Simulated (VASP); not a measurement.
Level of theory: TPSS meta-GGA, VASP's PBE PAW potentials (set 64) (plane waves; VASP).

Input for VASP

### KPOINTS
```
Automatic mesh
0
Gamma
13 13 13
0 0 0
```

**POSCAR**
```
PdIn
6.5403790
  0.5000000372   0.0000000000   0.0000000000
  0.0000000000   0.5000000372   0.0000000000
  0.0000000000   0.0000000000   0.5000000372
In Pd
1 1
Cart
  0.2500000186   0.2500000186   0.2500000186
  0.0000000000   0.0000000000   0.0000000000
```

KPOINTS_OPT:
```
k-points along high-symmetry lines
10
Line-mode
Reciprocal
  0.000000   0.000000   0.000000 ! GAMMA
  0.000000   0.500000   0.000000 ! X

  0.000000   0.500000   0.000000 ! X
  0.500000   0.500000   0.000000 ! M

  0.500000   0.500000   0.000000 ! M
  0.000000   0.000000   0.000000 ! GAMMA

  0.000000   0.000000   0.000000 ! GAMMA
  0.500000   0.500000   0.500000 ! R

  0.500000   0.500000   0.500000 ! R
  0.000000   0.500000   0.000000 ! X

  0.500000   0.500000   0.500000 ! R
  0.500000   0.500000   0.000000 ! M
```

**INCAR**
```
SYSTEM = PdIn
PREC = Accurate; ENCUT = 520; LREAL = .FALSE.
LASPH = .TRUE.
EDIFF = 1E-7; NELM = 100; ALGO = Normal
LMAXMIX = 4; LMIXTAU = .TRUE.
ISMEAR = -5
METAGGA = TPSS
ISIF = 2
LWAVE = .FALSE.; LCHARG = .FALSE.; LORBIT = 11
NEDOS = 601
```

POTCAR, in this order: In_d Pd (PBE.64 set). Program: vasp_std.

What VASP printed:

OUTCAR:
```
 ion  position               nearest neighbor table
   1  0.500  0.500  0.500-   2 2.83   2 2.83   2 2.83   2 2.83   2 2.83   2 2.83   2 2.83   2 2.83
  LATTYP: Found a simple cubic cell.
 ALAT       =     3.2701897431
 Subroutine PRICEL returns:
 Original cell was already a primitive cell.
 Subroutine GETGRP returns: Found 48 space group operations
The static configuration has the point symmetry O_h .
The dynamic configuration has the point symmetry O_h .
 Subroutine INISYM returns: Found 48 space group operations
 Subroutine IBZKPT returns following result:
 Found     84 irreducible k-points:

 Following reciprocal coordinates:
            Coordinates               Weight
  0.000000  0.000000  0.000000      1.000000
  0.076923  0.000000  0.000000      6.000000
  0.153846  0.000000  0.000000      6.000000
  0.230769  0.000000  0.000000      6.000000
  0.307692  0.000000  0.000000      6.000000
  0.384615  0.000000  0.000000      6.000000
  0.461538  0.000000  0.000000      6.000000
  0.076923  0.076923  0.000000     12.000000
  0.153846  0.076923  0.000000     24.000000
  0.230769  0.076923  0.000000     24.000000
  0.307692  0.076923  0.000000     24.000000
  0.384615  0.076923  0.000000     24.000000
  0.461538  0.076923  0.000000     24.000000
  0.153846  0.153846  0.000000     12.000000
  0.230769  0.153846  0.000000     24.000000
  0.307692  0.153846  0.000000     24.000000
  0.384615  0.153846  0.000000     24.000000
  0.461538  0.153846  0.000000     24.000000
  0.230769  0.230769  0.000000     12.000000
  0.307692  0.230769  0.000000     24.000000
  0.384615  0.230769  0.000000     24.000000
  0.461538  0.230769  0.000000     24.000000
  0.307692  0.307692  0.000000     12.000000
  0.384615  0.307692  0.000000     24.000000
  0.461538  0.307692  0.000000     24.000000
  0.384615  0.384615  0.000000     12.000000
  0.461538  0.384615  0.000000     24.000000
  0.461538  0.461538  0.000000     12.000000
  0.076923  0.076923  0.076923      8.000000
  0.153846  0.076923  0.076923     24.000000
  0.230769  0.076923  0.076923     24.000000
  0.307692  0.076923  0.076923     24.000000
  0.384615  0.076923  0.076923     24.000000
  0.461538  0.076923  0.076923     24.000000
  0.153846  0.153846  0.076923     24.000000
  0.230769  0.153846  0.076923     48.000000
  0.307692  0.153846  0.076923     48.000000
  0.384615  0.153846  0.076923     48.000000
  0.461538  0.153846  0.076923     48.000000
  0.230769  0.230769  0.076923     24.000000
   k-points           NKPTS =     84   k-points in BZ     NKDIM =     84   number of bands    NBANDS=     15
   number of dos      NEDOS =    601   number of ions     NIONS =      2
   total plane-waves  NPLWV =  13824
   dimension x,y,z NGX =    24 NGY =   24 NGZ =   24
   dimension x,y,z NGXF=    48 NGYF=   48 NGZF=   48
   ions per type =               1   1
   PREC   = accura    normal or accurate (medium, high low for compatibility)
   ISTART =      0    job   : 0-new  1-cont  2-samecut
   ICHARG =      2    charge: 1-file 2-atom 10-const
   ISPIN  =      1    spin polarized calculation?
   LNONCOLLINEAR =      F non collinear calculations
   LSORBIT =      F    spin-orbit coupling
   INIWAV =      1    electr: 0-lowe 1-rand  2-diag
   ENCUT  =  520.0 eV  38.22 Ry    6.18 a.u.   6.08  6.08  6.08*2*pi/ulx,y,z
   NELM   =    100;   NELMIN=  2; NELMDL= -5     # of ELM steps
   EDIFF  = 0.1E-06   stopping-criterion for ELM
   LREAL  =      F    real-space projection
   NLSPLINE    = F    spline interpolate recip. space projectors
   LMAXMIX     =    4 max onsite mixed and CHGCAR
   VOSKOWN=      0    Vosko Wilk Nusair interpolation
...
```

### OSZICAR
```
       N       E                     dE             d eps       ncg     rms          rms(c)
DAV:   1     0.215092314428E+03    0.21509E+03   -0.14538E+04  2520   0.269E+03
DAV:   2     0.409147487645E+01   -0.21100E+03   -0.20628E+03  2821   0.572E+02
DAV:   3    -0.166457063548E+02   -0.20737E+02   -0.20637E+02  3220   0.201E+02
DAV:   4    -0.172763025439E+02   -0.63060E+00   -0.63033E+00  3304   0.386E+01
DAV:   5    -0.173069590994E+02   -0.30657E-01   -0.30655E-01  4120   0.737E+00    0.740E+00
DAV:   6    -0.246189394573E+02   -0.73120E+01   -0.27645E+01  2520   0.642E+01    0.477E+00
DAV:   7    -0.256385069068E+02   -0.10196E+01   -0.10381E+00  2891   0.140E+01    0.293E+00
DAV:   8    -0.255068608261E+02    0.13165E+00   -0.68865E-01  3101   0.845E+00    0.974E-01
DAV:   9    -0.254834766399E+02    0.23384E-01   -0.79631E-02  3206   0.442E+00    0.752E-01
DAV:  10    -0.254793106256E+02    0.41660E-02   -0.72843E-02  3157   0.406E+00    0.235E-01
DAV:  11    -0.255270612368E+02   -0.47751E-01   -0.15599E-02  2744   0.172E+00    0.142E-01
DAV:  12    -0.255283769437E+02   -0.13157E-02   -0.39127E-03  3248   0.940E-01    0.807E-02
DAV:  13    -0.255282515180E+02    0.12543E-03   -0.95890E-04  3052   0.509E-01    0.224E-02
DAV:  14    -0.255285697664E+02   -0.31825E-03   -0.11607E-04  3150   0.195E-01    0.944E-03
DAV:  15    -0.255285725736E+02   -0.28072E-05   -0.48776E-06  3395   0.306E-02    0.550E-03
DAV:  16    -0.255285729993E+02   -0.42569E-06   -0.13478E-06  3164   0.182E-02    0.135E-03
DAV:  17    -0.255285740688E+02   -0.10695E-05   -0.51566E-07  2926   0.932E-03    0.101E-03
DAV:  18    -0.255285740767E+02   -0.78326E-08   -0.13310E-08  1554   0.168E-03
   1 F= -.25528574E+02 E0= -.25528574E+02  d E =0.000000E+00
       N       E                     dE             ncg
```

**OUTCAR**
```
------------------------ aborting loop because EDIFF is reached ----------------------------------------
  FORCE on cell =-STRESS in cart. coord.  units (eV):
  Direction    XX          YY          ZZ          XY          YZ          ZX
  --------------------------------------------------------------------------------------
  Total       -0.0471114     -0.0471114     -0.0471114      0.0000000      0.0000000      0.0000000
  in kB       -2.1583283     -2.1583283     -2.1583283      0.0000000      0.0000000      0.0000000
  external PRESSURE =      -2.1583283 kB  Pullay stress =       0.0000000 kB
  volume of cell :       34.97
      direct lattice vectors                 reciprocal lattice vectors
     3.270189743  0.000000000  0.000000000     0.305792654  0.000000000  0.000000000
     0.000000000  3.270189743  0.000000000     0.000000000  0.305792654  0.000000000
     0.000000000  0.000000000  3.270189743     0.000000000  0.000000000  0.305792654
 POSITION                                       TOTAL-FORCE (eV/Angst)
 -----------------------------------------------------------------------------------
      1.63509      1.63509      1.63509         0.000000      0.000000      0.000000
      0.00000      0.00000      0.00000         0.000000      0.000000      0.000000
 -----------------------------------------------------------------------------------
    total drift:                                0.000000      0.000000     -0.000000
  FREE ENERGIE OF THE ION-ELECTRON SYSTEM (eV)
  ---------------------------------------------------
  free  energy   TOTEN  =       -25.5285740767 eV

  energy  without entropy=      -25.5285740767  energy(sigma->0) =      -25.52857408

 total charge

# of ion       s       p       d       tot
------------------------------------------
    1        0.745   0.731   9.896  11.372
    2        0.442   0.421   8.624   9.487
--------------------------------------------------
tot          1.187   1.152  18.520  20.859
```
(Selected blocks of OUTCAR.)

For a metal the tetrahedron method with Blöchl corrections gives inexact stress and forces.

The compound is PdIn in the CsCl type structure. It was relaxed first. The electron count is odd and the run is not spin-polarised, which forces a metal.
